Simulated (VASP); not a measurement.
All values below come from vdW-DF2, VASP's PBE PAW potentials (set 64) (plane waves; VASP).

The input files of a VASP run:

POSCAR:
```
MgSe
2.8025980
  0.0000000000   0.9999999404   0.9999999404
  0.9999999404   0.0000000000   0.9999999404
  0.9999999404   0.9999999404   0.0000000000
Mg Se
1 1
Cartesian
  0.0000000000   0.0000000000   0.0000000000
  0.9999999404   0.9999999404   0.9999999404
```

### KPOINTS
```
Automatic
0
G
  9 9 9
0 0 0
```

### INCAR
```
! general
SYSTEM   = MgSe
PREC     = Accurate
ENCUT    = 520
LREAL    = .FALSE.
LASPH    = .TRUE.

! electronic loop
EDIFF    = 1E-7
NELM     = 100
ALGO     = Normal
LMAXMIX  = 4

! smearing
ISMEAR   = -5

! functional
GGA      = ML
LUSE_VDW = .TRUE.
AGGAC    = 0.0
ZAB_VDW  = -1.8867

! ions
ISIF     = 2

! output
LWAVE    = .FALSE.
LCHARG   = .TRUE.
LORBIT   = 11
NEDOS    = 601
```

POTCAR, in this order: Mg Se (PBE.64 set). Program: vasp_std.

Estimate the energy per atom (σ→0).

```yaml
energy per atom (σ→0): -1.976 eV/atom
```

**OSZICAR**
```
...
DAV:   8    -0.395114728480E+01   -0.88761E-02   -0.26109E-02   592   0.184E+00    0.279E-01
DAV:   9    -0.395100751626E+01    0.13977E-03   -0.25931E-04   840   0.118E-01    0.166E-01
DAV:  10    -0.395118816479E+01   -0.18065E-03   -0.76441E-04   592   0.263E-01    0.464E-02
DAV:  11    -0.395117476691E+01    0.13398E-04   -0.81643E-05   656   0.535E-02    0.181E-02
DAV:  12    -0.395117640123E+01   -0.16343E-05   -0.85330E-06   624   0.229E-02    0.116E-03
DAV:  13    -0.395117671207E+01   -0.31084E-06   -0.28481E-07   656   0.737E-03    0.812E-04
DAV:  14    -0.395117669755E+01    0.14522E-07   -0.17128E-08   336   0.157E-03
   1 F= -.39511767E+01 E0= -.39511767E+01  d E =0.000000E+00
```

The compound is MgSe in the rock salt structure. It was relaxed first, which changed the volume by +8 %.
